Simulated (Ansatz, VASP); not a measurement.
# Cross-check of Ca2Ir between VASP and Ansatz

One calculation is typed for both programs; each brings its own data sets. How far apart do they land? The cell is generated by rule, not measured, and may not be a known phase. The cell is taken from a series of runs on this material, whose earlier steps may have relaxed, scaled, displaced or heated it; both programs get it as it stands.

Calculated with Ansatz 0.2.0; plane waves, with VASP 6.6.1 beside it; zone-centre phonons at PBE.

The structure was built from a prototype and need not be the compound's stable phase.

## Step 1: The structure

Symmetry: Fm-3m, No. 225, cubic system. Conventional cell: a = 6.813 Å, b = 6.813 Å, c = 6.813 Å, α = 90.00°, β = 90.00°, γ = 90.00°. Nearest to Ca lie 4 Ir at 2.95 Å. Nearest to Ir lie 8 Ca at 2.95 Å. Farther neighbours are not listed.

## Step 2: Ansatz: zone-centre phonons, PBE

Ansatz runs on its default PAW (the set named soft_2) files.

Second derivatives magnify differences that forces hide, and they need a tight electronic threshold.

input.yaml reads:

```yaml
crystal:
  lattice:
    - [0.0, 3.4064005682, 3.4064005682]
    - [3.4064005682, 0.0, 3.4064005682]
    - [3.4064005682, 3.4064005682, 0.0]
  atoms:
    - { symbol: Ca, position: [0.75, 0.75, 0.75] }
    - { symbol: Ca, position: [0.25, 0.25, 0.25] }
    - { symbol: Ir, position: [0.0, 0.0, 0.0] }
kpoints:
  mp_grid: { grid: [12, 12, 12] }
hamiltonian:
  xc: pbe
scf:
  occupations: { method: methfessel_paxton, width: 0.15 }
output:
  eigenvalues: true
phonons:
  method: dfpt
  qmesh: [2, 2, 2]
  temperatures: { t_max: 1000, t_step: 50 }
  qpath:
    path:
      - [[0.0, 0.0, 0.0], [0.5, 0.0, 0.5], [0.625, 0.25, 0.625]]
      - [[0.375, 0.375, 0.75], [0.0, 0.0, 0.0], [0.5, 0.5, 0.5], [0.5, 0.25, 0.75], [0.5, 0.0, 0.5]]
    npoints: 10
```

Run with:

```console
> ansatz run input.yaml --threads 4 --pin off --max-ram 8192MiB --backend cpu --events-out ev --progress --plain --runs-dir out
```

Numbers of over 12 decimals in the logs are rounded to 6 here.

Output:

```text
Engine: ansatz 0.2.0, aarch64-unknown-linux-gnu
Pseudopotentials: kind: paw
Pseudopotential: Ca, paw, valence charge 10, recommended cutoff 420 eV (normal), Ca.paw.azcp
Pseudopotential: Ir, paw, valence charge 17, recommended cutoff 420 eV (normal), Ir.paw.azcp
Functional definition: PBE
  parameter kappa = 0.804
  parameter beta = 0.066725
  exchange = pbe_x(kappa = kappa, mu = beta*pi^2/3)
  correlation = pbe_c(beta = beta)
Crystal: 3 atoms, lattice volume = 79.053 Å³
Basis set: ecut = 420 eV, 1471 PW (Γ), exchange–correlation on 72×72×72 points (8 copies of the dense FFT grid, shifted against one another)
Bands: 23, of which v1, the nominal top of the filled ones, is band 19 counted from 1 (18 counted from 0)
Symmetry: 48 space group operations
k-points: 72 of 1728
Non-local potential: Ca, projectors of the file, l = 0: 3, l = 1: 2, l = 2: 2
Non-local potential: Ir, projectors of the file, l = 0: 3, l = 1: 2, l = 2: 2, l = 3: 1
PAW form: soft (Blöchl's): semilocal exchange-correlation on the pseudo side does not see the compensation charge
PAW one-centre angular grid: Ca, 110 points (default); XC on 64 Gauss nodes
PAW one-centre angular grid: Ir, 590 points (default); XC on 64 Gauss nodes
Initial density: superposition of atomic densities (neutral atoms: chi_scale 0, normalization atom), corrected by the library's trained network
Initial wavefunctions: pseudopotential atomic-orbital guess
Functional: x = pbe(κ = 0.804, μ = 0.219515), c = pbe(β = 0.066725)
SCF iter   1: F=—  HF=-15569.618593 eV  |F-HF|=—  |Δ(HF+E_count)|=         —  Δρ=4.96e-3  dr2=1.34e-2  ethr=1.77e-3  ⟨swp⟩=6.8  Hψ=7701  notcnv=0
preconditioner: auto → Kerker (q_TF=auto, 2.404 Å⁻¹)  [metal: Δε(μ)=0.014 eV  Ē_g=3.825 eV  σ=0.150 eV  W_gap=0.08  n_scr=14 (ndim 8)  ℏωp=15.1 eV  f_vac=0.009  D(μ)=2.96/eV (n_scr^D=14)]
SCF iter   2: F=—  HF=-15569.617212 eV  |F-HF|=—  |Δ(HF+E_count)|=   1.38e-3  S|Δr|=    0.00e0  Δρ=2.59e-3  dr2=2.48e-3  ethr=3.63e-5  ⟨swp⟩=1.9  Hψ=2419  notcnv=0
SCF iter   3: F=—  HF=-15569.617273 eV  |F-HF|=—  |Δ(HF+E_count)|=   6.11e-5  S|Δr|=    0.00e0  Δρ=7.72e-4  dr2=6.10e-4  ethr=6.71e-6  ⟨swp⟩=1.0  Hψ=1655  notcnv=0
SCF iter   4: F=—  HF=-15569.617296 eV  |F-HF|=—  |Δ(HF+E_count)|=   2.30e-5  S|Δr|=    0.00e0  Δρ=2.44e-4  dr2=8.22e-5  ethr=1.65e-6  ⟨swp⟩=2.0  Hψ=2048  notcnv=0
SCF iter   5: F=—  HF=-15569.617302 eV  |F-HF|=—  |Δ(HF+E_count)|=   6.24e-6  S|Δr|=    0.00e0  Δρ=1.26e-4  dr2=2.67e-5  ethr=2.22e-7  ⟨swp⟩=2.0  Hψ=2082  notcnv=0
SCF iter   6: F=—  HF=-15569.617302 eV  |F-HF|=—  |Δ(HF+E_count)|=   4.50e-7  S|Δr|=    0.00e0  Δρ=5.98e-5  dr2=5.72e-6  ethr=7.21e-8  ⟨swp⟩=2.0  Hψ=2121  notcnv=0
SCF iter   7: F=—  HF=-15569.617297 eV  |F-HF|=—  |Δ(HF+E_count)|=   4.25e-6  S|Δr|=    0.00e0  Δρ=1.52e-5  dr2=4.04e-7  ethr=1.55e-8  ⟨swp⟩=2.0  Hψ=1916  notcnv=0
SCF iter   8: F=—  HF=-15569.617302 eV  |F-HF|=—  |Δ(HF+E_count)|=   4.25e-6  S|Δr|=    0.00e0  Δρ=4.36e-6  dr2=3.64e-8  ethr=1.09e-9  ⟨swp⟩=2.0  Hψ=1914  notcnv=0
SCF iter   9: F=—  HF=-15569.617302 eV  |F-HF|=—  |Δ(HF+E_count)|=   4.35e-9  S|Δr|=    0.00e0  Δρ=6.72e-7  dr2=8.23e-10  ethr=9.83e-11  ⟨swp⟩=2.0  Hψ=2016  notcnv=0
SCF iter  10: F=-15569.617302 eV  HF=-15569.617302 eV  |F-HF|=0.00e0  |Δ(HF+E_count)|=  9.28e-11  S|Δr|=    0.00e0  Δρ=7.29e-8  dr2=4.42e-12  ethr=1.00e-12  ⟨swp⟩=4.8  Hψ=7733  notcnv=0
SCF 1 converged in 10 iterations: F = -15569.617302 eV  dr2 = 4.42e-12
  greatest PAW one-centre occupation: 1.000 electrons in one spin orbital (limit 2), on the Ir atom at site 2 (counted from 0), in its partial waves of l = 0
phonons: the bands overlap, so this run is a metal and interpolates without the dipole-dipole term. If the crystal is really an insulator or semiconductor, its LO-TO splitting is missing
NSCF: frozen V_eff on 72 k-points
NSCF: frozen V_eff on 163 k-points
DFPT response loops at q = (0, 0, 0) (fractional): preconditioner auto → Kerker (q_TF=auto, 2.404 Å⁻¹) (partly filled bands, converged f_vac=0.000); β = 1.00, the filter's whole step (`scf.mixing.beta` (0.50) is not read by the response loops under this deck's `scf.mixing.preconditioner`; to damp them name `kerker` or `kerker_dos`, under which they read `scf.mixing.beta`, and type it under 1.00, their step now; both keys bind the ground state too); Broyden in place of MSR1
NSCF: frozen V_eff on 952 k-points
DFPT response loops at q = (0, 0, -0.5) (fractional): mixed as the last ones told, above
NSCF: frozen V_eff on 560 k-points
DFPT response loops at q = (0, -0.5, -0.5) (fractional): mixed as the last ones told, above
SCF converged after 10 iterations
Stability not checked: this state was not tested for a lower state beside it, because cold or Methfessel-Paxton smearing, or corrected tetrahedra, fill the levels in a way that the test cannot read (fill_not_monotonic; see scf.lower_state_search)
Free energy (F): -15569.617302 eV
Harris-Foulkes:  -15569.617302 eV  (|F-HF|=0.00e0)
Internal energy: -15569.613981 eV  (E = F + TS)
E sigma→0 (E₀):  -15569.616472 eV
Entropy (-TS):   -0.003320 eV (-1.107 meV/atom)
Fermi energy:    9.244905 eV
--- Per-component energies (eV) ---
  E_band       = -561.115116
  E_kinetic    = 1184.341635
  E_local      = -3652.661523  (includes V_loc(G=0)·N_el)
  E_nonlocal   = 204.457526
  E_hartree    = 1354.243473
  E_xc         = -542.639613
  E_vxc        = -642.602723  (∫ρ·V_xc dr)
  E_paw        = -10941.372094  (= ΣΔE_a)
  E_vpaw       = -363.137148  (= ΣTr[D̂ρ^β])
  E_aug_tail   = 0.000048  (compensation charges beyond the density's cutoff)
  E_ewald      = -3175.983433
  E_smearing   = -0.003320  (= −TS)
  E_closure    = 0.000000  (closes the sum)
  Σ components = -15569.617302   (vs F -15569.617302, Δ=0.00e0)
--- Band table (eV; the first three rows and the last of 72) ---
  k-point 0: bands = [... 15 lower, 7.9788, 7.9788, 7.9788, 10.3557, 10.3557, 10.3557, 12.7796, 12.7796]
  k-point 1: bands = [... 15 lower, 7.9587, 7.9753, 7.9753, 10.2223, 10.4073, 10.4073, 12.7768, 12.7768]
  k-point 2: bands = [... 15 lower, 7.9080, 7.9667, 7.9667, 9.8793, 10.5530, 10.5530, 12.7769, 12.7769]
  k-point 71: bands = [... 15 lower, 7.4860, 8.0199, 8.1212, 9.9351, 9.9351, 11.0791, 12.3448, 12.4544]
--- Phonons (Γ-DFPT): 2 representative perturbations + reference (Σ response iterations 6) ---
  ASR residual: 1.528e-4 → 0.000e0 eV/Å²; symmetrization residual: 2.289e-6 eV/Å²
  ASR residual per site (eV/Å²): 3.59e-5 3.59e-5 1.53e-4
  Γ frequencies (cm⁻¹): 0.00 0.00 0.00 144.84 144.84 144.84 211.10 211.10 211.10
--- Phonons (arbitrary-q DFPT): 3 irreducible q on the 2×2×2 mesh ---
  q = [0.0000, 0.0000, 0.0000] (star 1, of the zone-centre solve; hermiticity 1.05e-6, symmetrization 2.06e-12): -0.00 0.00 0.00 144.84 144.84 144.84 211.10 211.10 211.10
  q = [0.0000, 0.0000, -0.5000] (star 4, 2 solved perturbations on 476 of 1728 k-point pairs; hermiticity 5.71e-6, symmetrization 3.98e-13): 57.09 57.09 96.06 156.14 166.64 166.64 175.66 175.66 180.46
  q = [0.0000, -0.5000, -0.5000] (star 3, 4 solved perturbations in 886 linear systems a pass and spin channel, the states on 280 of 1728 k-point pairs; hermiticity 1.22e-6, symmetrization 1.74e-13): 70.93 73.27 73.27 98.32 98.32 99.05 203.97 203.97 237.76
  sum rule: each row above includes the acoustic sum rule's correction from the zone centre's row sums; it moved no ω² by more than (0.49 cm⁻¹)²
  mesh force constants: q→R imaginary residual 4.08e-17; ASR residual 1.528e-4 → 0.000e0 eV/Å²; symmetrization residual 2.665e-15 eV/Å²
  interpolated dispersion: 62 rows × 9 modes
  density of states and harmonic sums: on the 16×16×16 q-mesh, interpolated from the force constants of a 2×2×2 supercell (no non-analytic term)
  largest difference from the sums on the solved wave vectors: F 9.18e-2 eV, S 1.24e-4 and C_V 3.23e-5 eV/K
  zero-point energy: 0.074290 eV/cell   skipped modes (ω ≤ 0): 3   left out of the sums: 8.14e-5 of the cell's modes: C_V's classical limit lies that fraction below 3 k_B per atom; for a crystal, a wire or a layer, F and S can be off by more, and a phonons.interpolated_qmesh denser along its periods is the remedy for the sampling
```

(Part 1 of 2 ends here.)

[Lines on the potential files, build, host, timing and source positions are cut from VASP's logs without a mark.]

[Logs are printed without paths, hosts, clocks, repeated set-up lines and the standing remarks that a program may print on its own settings, such as how far it seeks lower states.]

[Hosts, paths, dates, database ids (printed as entryN), source tags and the programs' standing remarks are cut or masked in the printed files.]
